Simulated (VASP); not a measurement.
Data:

```xyz
1
Lattice="0.0000 1.9574 1.9574 1.9574 0.0000 1.9574 1.9574 1.9574 0.0000" Properties=species:S:1:pos:R:3 pbc="T T T"
Pd     0.0000     0.0000     0.0000
```

These are r2SCAN meta-GGA, VASP's PBE PAW potentials (set 64) (plane waves; VASP 6.6.1) values and carry that method's errors. Numerical set-up: PREC = Normal, EDIFF = 1E-5, 400 eV cut-off, 18×18×18 Γ-centred mesh, first-order Methfessel-Paxton smearing of 0.10 eV, potentials Pd.

### Question
Predict the energy per atom (σ→0), band gap (on the k-mesh) with the smallest direct gap where there is one.

### Answer

| Property | Result |
|---|---|
| band gap (on the k-mesh) | none (metal, semimetal or under 0.01 eV) |
| energy per atom (σ→0) | -22.950 eV/atom |

The compound is Pd in the fcc structure. It was relaxed first.
